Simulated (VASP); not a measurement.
VASP ran on this input.

INCAR:
```
LCHARG=.FALSE.
PREC=Accurate
EDIFFG=-0.01
NSW=60
ISMEAR=0
GGA=RP   ! RPBE
ALGO=Normal
SYSTEM=InP
LREAL=.FALSE.
NELM=100
LASPH=.TRUE.   ! aspherical one-centre terms
EDIFF=1E-6
LMAXMIX=4
SIGMA=0.05
ENCUT=520
ISIF=3   ! ions, shape and volume
LWAVE=.FALSE.
IBRION=2
```

**POSCAR**
```
InP
1.0
  0.0000000000   3.0074208767   3.0074208767
  3.0074208767   0.0000000000   3.0074208767
  3.0074208767   3.0074208767   0.0000000000
In P
1 1
Cart
  0.0000000000   0.0000000000   0.0000000000
  1.5037104383   1.5037104383   1.5037104383
```

File KPOINTS:
```
Automatic
0
G
  7 7 7
```

POTCAR, in this order: In_d P (PBE.64 set). Program: vasp_std.

Problem. Translate this RPBE calculation to Quantum ESPRESSO's pw.x.

Solution. One equivalent input (not run):
```
&CONTROL
  calculation = 'vc-relax'
  pseudo_dir = './pseudo'
  outdir = './out'
  tprnfor = .true.
  tstress = .true.
  nstep = 60
  forc_conv_thr = 0.00039
/
&SYSTEM
  ibrav = 0
  nat = 2
  ntyp = 2
  ecutwfc = 70
  occupations = 'smearing'
  smearing = 'gaussian'
  degauss = 0.003675
  input_dft = 'rpbe'
/
&ELECTRONS
  conv_thr = 7.3e-08
  electron_maxstep = 100
/
&IONS
/
&CELL
/
ATOMIC_SPECIES
  In 114.818 In.upf
  P 30.974 P.upf
CELL_PARAMETERS angstrom
     0.0000000    3.0074209    3.0074209
     3.0074209    0.0000000    3.0074209
     3.0074209    3.0074209    0.0000000
ATOMIC_POSITIONS crystal
  In   0.0000000  0.0000000  0.0000000
  P    0.2500000  0.2500000  0.2500000
K_POINTS automatic
  7 7 7 0 0 0
```
Limits of the translation: the potentials are each code's own (VASP's PAW set, PseudoDojo norm-conserving files in pw.x), so ENCUT and ecutwfc are chosen apart and not converted; conv_thr bounds pw.x's estimated SCF error, while EDIFF bounds the energy change between steps; forc_conv_thr acts on force components and is met together with etot_conv_thr.

The compound is InP in the zinc blende structure. It was relaxed first, which changed the volume by +8 %. The start is the result of an earlier pass.
